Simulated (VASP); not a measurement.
```xyz
2
Lattice="0.0000 2.2452 2.2452 2.2452 0.0000 2.2452 2.2452 2.2452 0.0000" Properties=species:S:1:pos:R:3 pbc="T T T"
Hf     0.0000     0.0000     0.0000
N      2.2452     2.2452     2.2452
```

These are PBEsol GGA, VASP's PBE PAW potentials (set 64) (plane waves; VASP) values and carry that method's errors. Numerical set-up: 650 eV cut-off, 13×13×13 Γ-centred mesh, first-order Methfessel-Paxton smearing of 0.10 eV, potentials Hf_pv N.

Finite-difference elastic constants of metals are sensitive to mesh and smearing; shear constants can be off by tens of GPa.

Problem. Give the elastic stiffness tensor with the ions relaxed (GPa, in the frame of the cell).

Solution. 
|  | xx | yy | zz | yz | xz | xy |
|---|---|---|---|---|---|---|
| xx | 656 | 112 | 112 | 0.0 | 0.0 | 0.0 |
| yy | 112 | 656 | 112 | 0.0 | 0.0 | 0.0 |
| zz | 112 | 112 | 656 | 0.0 | 0.0 | 0.0 |
| yz | 0.0 | 0.0 | 0.0 | 130 | 0.0 | 0.0 |
| xz | 0.0 | 0.0 | 0.0 | 0.0 | 130 | 0.0 |
| xy | 0.0 | 0.0 | 0.0 | 0.0 | 0.0 | 130 |

Problem. What does the run give for the Hill bulk modulus, Hill shear modulus, Young's modulus, Poisson's ratio?

Solution. 
The Hill bulk modulus is 293 GPa and the Hill shear modulus comes out as 176 GPa. The Young's modulus is 439 GPa and the Poisson's ratio is 0.250.

Measured: C11 679 GPa (computed value off by -3.4 %), C12 119 GPa (computed value off by -6.2 %), C44 150 GPa (computed value off by -13.2 %), as given by Zhigang Wu et al., Physical Review B (2005), arXiv:cond-mat/0412374. The calculation is for a static lattice, while the measured C11, C12, C44 hold thermal and zero-point effects, which are part of the difference.

The compound is HfN in the rock salt structure. It was relaxed first. The electron count is odd and the run is not spin-polarised, which forces a metal.
